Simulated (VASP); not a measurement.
```xyz
3
Lattice="-1.9522 1.9522 4.7780 1.9522 -1.9522 4.7780 1.9522 1.9522 -4.7780" Properties=species:S:1:pos:R:3 pbc="T T T"
Zr     0.0000     0.0000     0.0000
Hf     0.0000     0.0000     3.2041
Hf     0.0000     0.0000     6.3519
```

The numbers are results of PBE GGA, VASP's PBE PAW potentials (set 64) (plane waves; VASP 6.6.1), not measurements. Numerical set-up: 300 eV cut-off, 7×7×7 Γ-centred mesh, Gaussian smearing of 0.050 eV, potentials Zr_sv Hf_pv.

**Question.** Give the energies of bands 11 to 19 at the high-symmetry points, in eV from the Fermi level.

**Answer.** 
```json
[
 {"band": "11", "Γ": "-6.40", "X": "-3.32", "P": "-2.82", "N": "-3.30", "M": "-4.51", "S": "-3.41", "R": "-3.13"},
 {"band": "12", "Γ": "-1.24", "X": "-1.06", "P": "-2.39", "N": "-3.21", "M": "-3.89", "S": "-3.15", "R": "-1.62"},
 {"band": "13", "Γ": "-1.12", "X": "-0.96", "P": "-1.02", "N": "-2.60", "M": "-2.55", "S": "-2.56", "R": "-1.17"},
 {"band": "14", "Γ": "-1.05", "X": "-0.96", "P": "-1.02", "N": "-1.09", "M": "-2.23", "S": "-0.96", "R": "-0.81"},
 {"band": "15", "Γ": "-0.95", "X": "-0.63", "P": "-0.13", "N": "-0.38", "M": "0.80", "S": "-0.76", "R": "-0.79"},
 {"band": "16", "Γ": "0.06", "X": "-0.52", "P": "-0.13", "N": "-0.25", "M": "0.80", "S": "-0.73", "R": "-0.50"},
 {"band": "17", "Γ": "1.21", "X": "-0.49", "P": "-0.03", "N": "0.19", "M": "0.84", "S": "0.56", "R": "-0.47"},
 {"band": "18", "Γ": "1.21", "X": "0.26", "P": "0.54", "N": "0.41", "M": "0.84", "S": "0.59", "R": "-0.04"},
 {"band": "19", "Γ": "1.47", "X": "1.20", "P": "0.54", "N": "1.47", "M": "1.12", "S": "1.52", "R": "1.39"}
]
```

It has no gap at this level: it comes out as a metal or semimetal.

The structure was generated: Hf2Zr was put into an ordered model structure, which need not be its known phase. The cell was not relaxed at this level. The k-mesh is coarse (spacing up to 0.33 per Å, 2π included), so the numbers may not be converged in it.
